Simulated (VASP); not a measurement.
Take Be₂C (antifluorite), without spin-orbit terms, in VASP with PAW potentials, and its band gap.

Q: One run gives 1.42 eV. Which level is it?
A) optB88-vdW (own cell)
B) PBE (own cell)
C) PBEsol (own cell)
D) AM05 (own cell)

A: A, optB88-vdW (own cell).  The others give 1.03 (AM05 (own cell)), 1.06 (PBEsol (own cell)), 1.16 (PBE (own cell)).

Only levels that ran to the end are used. Left out are those held back, those with too coarse a band path, GW runs whose mesh misses a band edge, hybrids' fits of cells that aren't cubic and levels without matching references; a question may draw on a part of the rest.

The compound is Be2C in the antifluorite structure.
